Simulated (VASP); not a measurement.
Input:

```
Se
1.0
    1.96159    -3.39757     0.00000
    1.96159     3.39757     0.00000
    0.00000     0.00000     5.14440
Se
3
Direct
  0.00000   0.25870   0.66667
  0.74130   0.74130   0.00000
  0.25870   0.00000   0.33333
```

Level of theory: PBE GGA, VASP's PBE PAW potentials (set 64) (plane waves; VASP). Run with 500 eV cut-off, 7×7×5 Γ-centred mesh, Gaussian smearing of 0.050 eV, potentials Se.

Without a dispersion term in the relaxation, distances and binding between the weakly bound layers, chains or molecules are unreliable, and so is what depends on them.

Problem. Predict the energy per atom (σ→0), pressure.

Solution. 
```yaml
energy per atom (σ→0): -3.438 eV/atom
pressure: 4.95 GPa
```

Total energies compare only between runs with the same potentials, cut-off and functional.

The compound is Se in the trig structure. It was relaxed first under an external pressure of 5 GPa.
